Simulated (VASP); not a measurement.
Method: SCAN meta-GGA, VASP's PBE PAW potentials (set 64) (plane waves; VASP).

VASP input:

POSCAR:
```
BAs
3.378860
  0.0000000000   0.7071067695   0.7071067695
  0.7071067695   0.0000000000   0.7071067695
  0.7071067695   0.7071067695   0.0000000000
B As
1 1
direct
  0.0000000000   0.0000000000   0.0000000000
  0.2500000000   0.2500000000   0.2500000000
```

KPOINTS:
```
Automatic mesh
0
Gamma
17 17 17
0 0 0
```

**INCAR**
```
ALGO=Normal
CSHIFT=0.1
EDIFF=1E-7
ENCUT=520
ISMEAR=0
LASPH=.TRUE.
LCHARG=.FALSE.
LMAXMIX=4
LMIXTAU=.TRUE.
LOPTICS=.TRUE.
LPEAD=.TRUE.
LREAL=.FALSE.
LWAVE=.FALSE.
METAGGA=SCAN
NBANDS=24
NEDOS=1001
NELM=100
PREC=Accurate
SIGMA=0.01
SYSTEM=BAs
```

POTCAR, in this order: B As (PBE.64 set). Program: vasp_std.

What VASP printed:

**OUTCAR**
```
 ion  position               nearest neighbor table
   1  0.000  0.000  0.000-   2 2.07   2 2.07   2 2.07   2 2.07
   2  0.250  0.250  0.250-   1 2.07   1 2.07   1 2.07   1 2.07
  LATTYP: Found a face centered cubic cell.
 ALAT       =     4.7784295586
 Subroutine PRICEL returns:
 Original cell was already a primitive cell.
 Subroutine GETGRP returns: Found 24 space group operations
The static configuration has the point symmetry T_d .
The dynamic configuration has the point symmetry T_d .
 Subroutine INISYM returns: Found 24 space group operations
 Subroutine IBZKPT returns following result:
 Found    165 irreducible k-points:

 Following reciprocal coordinates:
            Coordinates               Weight
  0.000000  0.000000  0.000000      1.000000
  0.058824  0.000000  0.000000      8.000000
  0.117647  0.000000  0.000000      8.000000
  0.176471  0.000000  0.000000      8.000000
  0.235294  0.000000  0.000000      8.000000
  0.294118  0.000000  0.000000      8.000000
  0.352941  0.000000  0.000000      8.000000
  0.411765  0.000000  0.000000      8.000000
  0.470588  0.000000  0.000000      8.000000
...
```

OSZICAR:
```
       N       E                     dE             d eps       ncg     rms          rms(c)
DAV:   1     0.765158013432E+00    0.76516E+00   -0.34103E+03  7920   0.300E+02
DAV:   2    -0.287543966219E+02   -0.29520E+02   -0.28342E+02 10200   0.795E+01
DAV:   3    -0.294678844994E+02   -0.71349E+00   -0.71068E+00  9968   0.986E+00
DAV:   4    -0.294688681722E+02   -0.98367E-03   -0.98366E-03  9080   0.399E-01
DAV:   5    -0.294688688146E+02   -0.64239E-06   -0.64239E-06 10048   0.108E-02    0.444E+00
DAV:   6    -0.279782251145E+02    0.14906E+01   -0.84761E-01  8376   0.286E+00    0.256E+00
DAV:   7    -0.275203156175E+02    0.45791E+00   -0.25785E-01  7960   0.221E+00    0.886E-01
DAV:   8    -0.278258605122E+02   -0.30554E+00   -0.17190E-01  7944   0.204E+00    0.307E-01
DAV:   9    -0.278573643292E+02   -0.31504E-01   -0.14879E-01  7952   0.209E+00    0.123E-01
DAV:  10    -0.278662311021E+02   -0.88668E-02   -0.38818E-02  8688   0.117E+00    0.825E-02
DAV:  11    -0.278631317204E+02    0.30994E-02   -0.10496E-02  8384   0.558E-01    0.773E-02
DAV:  12    -0.278673336622E+02   -0.42019E-02   -0.11600E-02  8008   0.513E-01    0.407E-02
DAV:  13    -0.278661505927E+02    0.11831E-02   -0.24843E-03  8536   0.262E-01    0.706E-03
DAV:  14    -0.278662554945E+02   -0.10490E-03   -0.19770E-04  9488   0.784E-02    0.349E-03
DAV:  15    -0.278662590608E+02   -0.35663E-05   -0.21128E-05  9384   0.279E-02    0.231E-03
DAV:  16    -0.278662459792E+02    0.13082E-04   -0.44006E-05  8120   0.387E-02    0.180E-03
DAV:  17    -0.278662464457E+02   -0.46643E-06   -0.97465E-07 10240   0.519E-03    0.135E-03
DAV:  18    -0.278662472325E+02   -0.78685E-06   -0.11477E-06  8176   0.589E-03    0.845E-04
DAV:  19    -0.278662467504E+02    0.48216E-06   -0.11667E-06  8184   0.593E-03    0.337E-04
DAV:  20    -0.278662469728E+02   -0.22240E-06   -0.19621E-08  7176   0.748E-04    0.263E-04
DAV:  21    -0.278662470992E+02   -0.12643E-06   -0.94053E-09  5720   0.511E-04    0.221E-04
DAV:  22    -0.278662471273E+02   -0.28078E-07   -0.10047E-08  4528   0.545E-04
   1 F= -.27866247E+02 E0= -.27866247E+02  d E =-.717102E-13
 imaginary and real dielectric function
```

### OUTCAR
```
------------------------ aborting loop because EDIFF is reached ----------------------------------------
  FORCE on cell =-STRESS in cart. coord.  units (eV):
  Direction    XX          YY          ZZ          XY          YZ          ZX
  --------------------------------------------------------------------------------------
  Total        0.0063814      0.0063814      0.0063814     -0.0000000     -0.0000000      0.0000000
  in kB        0.3748292      0.3748292      0.3748292     -0.0000000     -0.0000000      0.0000000
  external PRESSURE =       0.3748292 kB  Pullay stress =       0.0000000 kB
  volume of cell :       27.28
      direct lattice vectors                 reciprocal lattice vectors
     0.000000000  2.389214779  2.389214779    -0.209273777  0.209273777  0.209273777
     2.389214779  0.000000000  2.389214779     0.209273777 -0.209273777  0.209273777
     2.389214779  2.389214779  0.000000000     0.209273777  0.209273777 -0.209273777
  FREE ENERGIE OF THE ION-ELECTRON SYSTEM (eV)
  ---------------------------------------------------
  free  energy   TOTEN  =       -27.8662471273 eV

  energy  without entropy=      -27.8662471273  energy(sigma->0) =      -27.86624713

 plasma frequency squared (from intraband transitions) (eV^2)
  --------------------------------------------------------------------------------------
       0.000       0.000       0.000
       0.000       0.000       0.000
       0.000       0.000       0.000

 plasma frequency squared (from interband transitions, int dw w eps(2)(w)) (eV^2)
  --------------------------------------------------------------------------------------
     408.868       0.000       0.000       0.000      -0.000      -0.000
       0.000      -0.000     408.868       0.000      -0.000       0.000
      -0.000       0.000      -0.000      -0.000     408.868       0.000
```
(Selected blocks of OUTCAR.)

**OUTCAR**
```
 val. band max:        5.9371932758   @ k =   0.0000   0.0000   0.0000

 cond. band min:       7.3580399092   @ k =   0.4118   0.4118   0.0000


 Fermi energy:         5.9790189933

 k-point     1 :       0.0000    0.0000    0.0000
  band No.  band energies     occupation
      1     -10.0528      2.00000
      2       5.9368      2.00000
      3       5.9369      2.00000
      4       5.9372      2.00000
      5       9.5129      0.00000
      6       9.5133      0.00000
      7       9.5137      0.00000
      8      11.0930      0.00000
      9      16.1013      0.00000
     10      19.4739      0.00000
     11      19.4747      0.00000
     12      21.0462      0.00000
     13      21.0466      0.00000
     14      21.0466      0.00000
     15      25.6925      0.00000
     16      36.7589      0.00000
     17      36.7605      0.00000
     18      36.7607      0.00000
     19      42.7147      0.00000
     20      42.7173      0.00000
     21      42.7175      0.00000
     22      44.4865      0.00000
     23      44.4876      0.00000
     24      44.8690      0.00000

 k-point     2 :       0.0588    0.0000    0.0000
  band No.  band energies     occupation
      1      -9.9936      2.00000
      2       5.3563      2.00000
      3       5.8205      2.00000
      4       5.8208      2.00000
      5       9.6449      0.00000
      6       9.6678      0.00000
      7       9.6683      0.00000
      8      11.4083      0.00000
      9      16.3467      0.00000
     10      18.9249      0.00000
     11      18.9255      0.00000
     12      20.8126      0.00000
     13      21.8065      0.00000
     14      21.8069      0.00000
     15      26.1371      0.00000
     16      36.2366      0.00000
     17      36.5164      0.00000
     18      36.5173      0.00000
     19      41.6619      0.00000
     20      41.6631      0.00000
     21      43.1781      0.00000
     22      43.7918      0.00000
     23      43.7928      0.00000
     24      44.9233      0.00000
...
```

The structure comes from a measured BAs entry (F-43m) of the Crystallography Open Database, whose conditions weren't checked. It was relaxed first.
